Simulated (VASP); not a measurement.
An input for Quantum ESPRESSO's pw.x (written as the equivalent of a VASP run, and not itself run):

```
&CONTROL
  calculation = 'vc-relax'
  pseudo_dir = './pseudo'
  outdir = './out'
  tprnfor = .true.
  tstress = .true.
  nstep = 60
  forc_conv_thr = 0.00039
/
&SYSTEM
  ibrav = 0
  nat = 2
  ntyp = 2
  ecutwfc = 84
  occupations = 'smearing'
  smearing = 'gaussian'
  degauss = 0.003675
  input_dft = 'pbe'
/
&ELECTRONS
  conv_thr = 7.3e-08
  electron_maxstep = 100
/
&IONS
/
&CELL
/
ATOMIC_SPECIES
  Zn 65.380 Zn.upf
  S 32.060 S.upf
CELL_PARAMETERS angstrom
     0.0000000    2.7050000    2.7050000
     2.7050000    0.0000000    2.7050000
     2.7050000    2.7050000    0.0000000
ATOMIC_POSITIONS crystal
  Zn   0.0000000  0.0000000  0.0000000
  S    0.2500000  0.2500000  0.2500000
K_POINTS automatic
  8 8 8 0 0 0
```

Q: Write the VASP files for the same calculation (PBE).

A: This is not unique; one that fits is 
File POSCAR:
```
ZnS
1
    0.0000000000     2.7050000000     2.7050000000
    2.7050000000     0.0000000000     2.7050000000
    2.7050000000     2.7050000000     0.0000000000
Zn S
1 1
Direct
  0.0000000000   0.0000000000   0.0000000000
  0.2500000000   0.2500000000   0.2500000000
```

### INCAR
```
! general
SYSTEM  = ZnS
PREC    = Accurate
ENCUT   = 520
LREAL   = .FALSE.
LASPH   = .TRUE.

! electronic loop
EDIFF   = 1E-6
NELM    = 100
ALGO    = Normal
LMAXMIX = 4

! smearing
ISMEAR  = 0
SIGMA   = 0.05

! functional
GGA     = PE

! ions
IBRION  = 2
NSW     = 60
ISIF    = 3
EDIFFG  = -0.01

! output
LWAVE   = .FALSE.
LCHARG  = .FALSE.
```

File KPOINTS:
```
K-points
0
gamma
8 8 8
0 0 0
```

POTCAR, in this order: Zn S (PBE.64 set). Program: vasp_std.

The two are equivalent in intent, not identical: the potentials are each code's own (VASP's PAW set, PseudoDojo norm-conserving files in pw.x), so ENCUT and ecutwfc are chosen apart and not converted; conv_thr bounds pw.x's estimated SCF error, while EDIFF bounds the energy change between steps; forc_conv_thr acts on force components and is met together with etot_conv_thr.

The compound is ZnS in the zinc blende structure. This run relaxes it. Symmetry was kept, so distortions that lower it aren't found.
